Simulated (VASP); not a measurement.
These are optB86b-vdW, VASP's PBE PAW potentials (set 64) (plane waves; VASP) values and carry that method's errors.

The input files of a VASP run:

### KPOINTS
```
k-points along high-symmetry lines
10
Line-mode
Reciprocal
  0.000000   0.000000   0.000000 ! GAMMA
  0.000000   0.500000   0.000000 ! M

  0.000000   0.500000   0.000000 ! M
 -0.333333   0.666667   0.000000 ! K

 -0.333333   0.666667   0.000000 ! K
  0.000000   0.000000   0.000000 ! GAMMA

  0.000000   0.000000   0.000000 ! GAMMA
  0.000000   0.000000   0.500000 ! A

  0.000000   0.000000   0.500000 ! A
  0.000000   0.500000   0.500000 ! L

  0.000000   0.500000   0.500000 ! L
 -0.333333   0.666667   0.500000 ! H

 -0.333333   0.666667   0.500000 ! H
  0.000000   0.000000   0.500000 ! A

  0.000000   0.500000   0.500000 ! L
  0.000000   0.500000   0.000000 ! M

 -0.333333   0.666667   0.500000 ! H
 -0.333333   0.666667   0.000000 ! K
```

File POSCAR:
```
CdS
1
    2.0847336075    -3.6108643532     0.0000000000
    2.0847336075     3.6108643532     0.0000000000
    0.0000000000     0.0000000000     6.7751631517
Cd S
2 2
Direct
  0.6666670000   0.3333330000   0.5000129281
  0.3333330000   0.6666670000   0.0000129281
  0.6666670000   0.3333330000   0.8769870719
  0.3333330000   0.6666670000   0.3769870719
```

### INCAR
```
SYSTEM  =  CdS
PREC  =  Accurate; ENCUT  =  520; LREAL  =  .False.
LASPH  =  .True.; ICHARG  =  11
EDIFF  =  1E-7; NELM  =  100; ALGO  =  Normal
LMAXMIX  =  4
ISMEAR  =  0; SIGMA  =  0.05
GGA  =  MK; LUSE_VDW  =  .True.; AGGAC  =  0.0
PARAM1  =  0.1234; PARAM2  =  1.0
LWAVE  =  .False.; LCHARG  =  .False.; LORBIT  =  11
```

POTCAR, in this order: Cd S (PBE.64 set). Program: vasp_std. Read from the step before: CHGCAR.

The run wrote:

### OUTCAR
```
 ion  position               nearest neighbor table
   1  0.667  0.333  0.500-   4 2.55   4 2.55   4 2.55   3 2.55
   2  0.333  0.667  0.000-   3 2.55   3 2.55   3 2.55   4 2.55
   3  0.667  0.333  0.877-   2 2.55   2 2.55   2 2.55   1 2.55
   4  0.333  0.667  0.377-   1 2.55   1 2.55   1 2.55   2 2.55
  LATTYP: Found a hexagonal cell.
 ALAT       =     4.1694670632
 C/A-ratio  =     1.6249470373
 Subroutine PRICEL returns:
 Original cell was already a primitive cell.
 Subroutine GETGRP returns: Found 12 space group operations
The static configuration has the point symmetry C_3v.
 The point group associated with its full space group is C_6v.
The dynamic configuration has the point symmetry C_3v.
 Subroutine INISYM returns: Found 12 space group operations
   k-points           NKPTS =     90   k-points in BZ     NKDIM =     90   number of bands    NBANDS=     22
   number of dos      NEDOS =    301   number of ions     NIONS =      4
   total plane-waves  NPLWV =  51200
   dimension x,y,z NGX =    32 NGY =   32 NGZ =   50
   dimension x,y,z NGXF=    64 NGYF=   64 NGZF=  100
   ions per type =               2   2
   PREC   = accura    normal or accurate (medium, high low for compatibility)
   ISTART =      0    job   : 0-new  1-cont  2-samecut
   ICHARG =     11    charge: 1-file 2-atom 10-const
   ISPIN  =      1    spin polarized calculation?
   LNONCOLLINEAR =      F non collinear calculations
   LSORBIT =      F    spin-orbit coupling
   INIWAV =      1    electr: 0-lowe 1-rand  2-diag
   ENCUT  =  520.0 eV  38.22 Ry    6.18 a.u.   7.75  7.75 12.60*2*pi/ulx,y,z
   NELM   =    100;   NELMIN=  2; NELMDL= -5     # of ELM steps
   EDIFF  = 0.1E-06   stopping-criterion for ELM
   LREAL  =      F    real-space projection
   NLSPLINE    = F    spline interpolate recip. space projectors
   LMAXMIX     =    4 max onsite mixed and CHGCAR
   VOSKOWN=      0    Vosko Wilk Nusair interpolation
   EDIFFG = 0.1E-05   stopping-criterion for IOM
   NSW    =      0    number of steps for IOM
   NBLOCK =      1;   KBLOCK =      1    inner block; outer block
   IBRION =     -1    ionic relax: 0-MD 1-quasi-New 2-CG
   NFREE  =      0    steps in history (QN), initial steepest desc. (CG)
   ISIF   =      2    stress and relaxation
   ISYM   =      2    0-nonsym 1-usesym 2-fastsym
   TEIN   =    0.0    initial temperature
   TEBEG  =    0.0;   TEEND  =   0.0 temperature during run
   SMASS  =  -3.00    Nose mass-parameter (am)
   PSTRESS=    0.0 pullay stress
   NELECT =      36.0000    total number of electrons
   EFERMI =   0.00;   METHOD = LEGACY
   ISMEAR =     0;   SIGMA  =   0.05  broadening in eV -4-tet -1-fermi 0-gaus
   IALGO  =     38    algorithm
   LDIAG  =      T    sub-space diagonalisation (order eigenvalues)
   IMIX   =      4    mixing-type and parameters
     AMIX     =   0.40;   BMIX     =  1.00
     AMIX_MAG =   1.60;   BMIX_MAG =  1.00
     AMIN     =   0.10
   GGA     = MK    functional components
   VOSKOWN =     0    Vosko Wilk Nusair interpolation
   LHFCALC =     F    Hartree Fock is set to
   LHFONE  =     F    Hartree Fock one center treatment
   AEXX    =    0.0000 exact exchange contribution
   LUSE_VDW   =     T    switch on vdW DFT
   IVDW    =     0    specifies the selected vdW correction
   LEPSILON=     F    determine dielectric tensor
   LRPA    =     F    only Hartree local field effects (RPA)
  energy-cutoff  :      520.00
  volume of cell :      102.00
      direct lattice vectors                 reciprocal lattice vectors
     2.084733608 -3.610864353  0.000000000     0.239838797 -0.138471001  0.000000000
     2.084733608  3.610864353  0.000000000     0.239838797  0.138471001  0.000000000
     0.000000000  0.000000000  6.775163152     0.000000000  0.000000000  0.147597922
 k-point     1 :   0.0000 0.0000 0.0000  plane waves:    2767
 k-point     2 :   0.0000 0.0556 0.0000  plane waves:    2761
 k-point     3 :   0.0000 0.1111 0.0000  plane waves:    2757
 k-point     4 :   0.0000 0.1667 0.0000  plane waves:    2745
 k-point     5 :   0.0000 0.2222 0.0000  plane waves:    2743
...
```

OSZICAR:
```
       N       E                     dE             d eps       ncg     rms          rms(c)
DAV:   1     0.255305320756E+03    0.25531E+03   -0.17966E+04  3960   0.150E+03
DAV:   2     0.108917019479E+02   -0.24441E+03   -0.23939E+03  4482   0.359E+02
DAV:   3    -0.214777325443E+01   -0.13039E+02   -0.12943E+02  4776   0.821E+01
DAV:   4    -0.229286483698E+01   -0.14509E+00   -0.14497E+00  4602   0.839E+00
DAV:   5    -0.229541455458E+01   -0.25497E-02   -0.25495E-02  4860   0.106E+00
DAV:   6    -0.229549219190E+01   -0.77637E-04   -0.77632E-04  4666   0.171E-01
DAV:   7    -0.229549504256E+01   -0.28507E-05   -0.28507E-05  4842   0.291E-02
DAV:   8    -0.229549515792E+01   -0.11537E-06   -0.11536E-06  4632   0.532E-03
DAV:   9    -0.229549516217E+01   -0.42460E-08   -0.42892E-08  3406   0.960E-04
   1 F= -.22954952E+01 E0= -.22954952E+01  d E =-.664985E-13
```

OUTCAR:
```
 val. band max:        0.9870839794   @ k =   0.0000   0.0000   0.0000

 cond. band min:       2.0467159491   @ k =   0.0000   0.0000   0.0000



 k-point     1 :       0.0000    0.0000    0.0000
  band No.  band energies     occupation
      1     -11.2100      2.00000
      2     -10.7967      2.00000
      3      -6.6414      2.00000
      4      -6.6367      2.00000
      5      -6.6367      2.00000
      6      -6.5583      2.00000
      7      -6.5583      2.00000
      8      -6.2544      2.00000
      9      -6.2544      2.00000
     10      -6.1687      2.00000
     11      -6.1687      2.00000
     12      -5.8451      2.00000
     13      -3.2560      2.00000
     14       0.2616      2.00000
     15       0.2616      2.00000
     16       0.9486      2.00000
     17       0.9871      2.00000
     18       0.9871      2.00000
     19       2.0467      0.00000
     20       3.6609      0.00000
     21       7.4027      0.00000
     22       7.4029      0.00000

 k-point     2 :       0.0000    0.0556    0.0000
  band No.  band energies     occupation
      1     -11.1993      2.00000
      2     -10.7919      2.00000
      3      -6.6400      2.00000
      4      -6.6322      2.00000
      5      -6.6269      2.00000
      6      -6.5537      2.00000
      7      -6.5523      2.00000
      8      -6.2567      2.00000
      9      -6.2546      2.00000
     10      -6.1736      2.00000
     11      -6.1677      2.00000
     12      -5.8376      2.00000
     13      -3.2349      2.00000
     14       0.1233      2.00000
     15       0.2224      2.00000
     16       0.7404      2.00000
     17       0.9283      2.00000
     18       0.9655      2.00000
     19       2.2874      0.00000
     20       3.7969      0.00000
     21       7.2746      0.00000
     22       7.4525      0.00000

 k-point     3 :       0.0000    0.1111    0.0000
  band No.  band energies     occupation
      1     -11.1679      2.00000
      2     -10.7781      2.00000
...
```

The density is held fixed in this step, so its total energy and stress have no physical meaning.

The compound is CdS in the wurtzite structure. It was relaxed first.
